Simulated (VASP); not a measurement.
Runs of VASP 6.6.1 on CdS. It takes space group P6_3mc (No. 186, hexagonal). Conventional cell: a = 4.169 Å, b = 4.169 Å, c = 6.780 Å, α = 90.00°, β = 90.00°, γ = 120.00°. Around Cd (site symmetry 3m) lie 4 S at 2.55 Å. S (site symmetry 3m) is surrounded by 4 Cd at 2.55 Å. The cell is a database's computed one.

```tsv
task	level	potentials or basis	k mesh	cutoff (eV)	further INCAR settings	gap on the mesh (eV)
band structure	PBE	VASP PAW PBE potentials, release 64 (Cd, S)	10 × 10 × 6	450	ALGO = Fast; EDIFF = 1e-06	1.16
band structure	r2SCAN	VASP PAW PBE potentials, release 64 (Cd, S)	10 × 10 × 6	450	ALGO = Normal; EDIFF = 1e-06	1.61
band structure	LDA	VASP PAW LDA potentials, release 64 (Cd, S)	10 × 10 × 6	450	ALGO = Fast; EDIFF = 1e-06	(a)
dielectric tensor	PBE	VASP PAW PBE potentials, release 64 (Cd, S)	9 × 9 × 5	450	ALGO = Fast; EDIFF = 1e-08; IBRION = 8	1.16
band structure	PBE	VASP PAW PBE potentials, release 64 (Cd, S)	10 × 10 × 6	600	ALGO = Fast; EDIFF = 1e-06	1.16
```

Alike in all rows: no spin polarisation; cell as given; smearing gaussian 0.02 eV.

Task: Estimate the missing entries.

Result: (a) 0.90.

A k mesh can miss the band edges, and the runs leave out spin-orbit coupling on Cd.
